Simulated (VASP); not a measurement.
Calculation: PBE GGA, VASP's PBE PAW potentials (set 64) (plane waves; VASP).

Input for VASP

POSCAR:
```
Y
1
    1.8250000000    -3.1609930000     0.0000000000
    1.8250000000     3.1609930000     0.0000000000
    0.0000000000     0.0000000000     5.7300000000
Y
2
Direct
  0.3333330000   0.6666670000   0.2500000000
  0.6666670000   0.3333330000   0.7500000000
```

KPOINTS:
```
Automatic
0
Monkhorst-Pack
  6 6 4
```

INCAR:
```
LCHARG = .FALSE.
ALGO = Normal   # blocked Davidson
ISMEAR = 1   # Methfessel-Paxton
EDIFF = 1E-6
GGA = PE
NELM = 100   # most electronic steps
ENCUT = 400
ISIF = 2
SYSTEM = Y
LWAVE = .FALSE.
LASPH = .TRUE.   # aspherical one-centre terms
LMAXMIX = 4
LREAL = .FALSE.   # projection in real space or not
SIGMA = 0.1
PREC = Accurate
```

POTCAR, in this order: Y_sv (PBE.64 set). Program: vasp_std.

Gaps are read on the run's mesh, which can miss a band edge.

Problem. What does the run give for the energy per atom (σ→0), band gap (on the k-mesh)?

Solution. 
```
Quantity                                                     Value
------------------------  ----------------------------------------
energy per atom (σ→0)                               -6.425 eV/atom
band gap (on the k-mesh)  none (metal, semimetal or under 0.01 eV)
```

### OSZICAR
```
...
DAV:   8    -0.128499752002E+02    0.94824E-02   -0.17357E-01   874   0.269E+00    0.120E+00
DAV:   9    -0.128488772991E+02    0.10979E-02   -0.43035E-03  1000   0.462E-01    0.398E-01
DAV:  10    -0.128490592164E+02   -0.18192E-03   -0.21464E-03   720   0.480E-01    0.392E-01
DAV:  11    -0.128489732732E+02    0.85943E-04   -0.18300E-04   866   0.138E-01    0.377E-02
DAV:  12    -0.128489687622E+02    0.45110E-05   -0.32757E-05   867   0.558E-02    0.256E-02
DAV:  13    -0.128489707907E+02   -0.20284E-05   -0.74766E-06   797   0.286E-02    0.212E-03
DAV:  14    -0.128489708811E+02   -0.90387E-07   -0.15611E-07   493   0.279E-03
   1 F= -.12848971E+02 E0= -.12849015E+02  d E =0.131002E-03
```

The compound is Y in the hcp structure. The cell was not relaxed at this level. The k-mesh is coarse (spacing up to 0.33 per Å, 2π included), so the numbers may not be converged in it. The run is one of a series of settings (KPOINTS 6×6×4 Monkhorst-Pack mesh against the base run), some of them coarse on purpose.
